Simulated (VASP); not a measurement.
Input:

```
VN
1.0
    0.00000     2.08069     2.08069
    2.08069     0.00000     2.08069
    2.08069     2.08069     0.00000
V N
1 1
Direct
  0.00000   0.00000   0.00000
  0.50000   0.50000   0.50000
```

The numbers are results of vdW-DF2, VASP's PBE PAW potentials (set 64) (plane waves; VASP), not measurements. Run with 520 eV cut-off, 15×15×15 Γ-centred mesh, first-order Methfessel-Paxton smearing of 0.10 eV, potentials V_sv N.

Task: Estimate the energy per atom (σ→0), pressure, band gap (on the k-mesh) with the smallest direct gap where there is one.

Result: 
```yaml
band gap (on the k-mesh): none (metal, semimetal or under 0.01 eV)
energy per atom (σ→0): -6.844 eV/atom
pressure: 8.88 GPa
```

Total energies compare only between runs with the same potentials, cut-off and functional.

The compound is VN in the rock salt structure, which distorts at low temperature. This cell is one point of a volume scan, at 0.97 of the reference volume. The run is not spin-polarised, so no magnetic state was tried. VASP warned that the highest band is occupied, so more bands are needed.
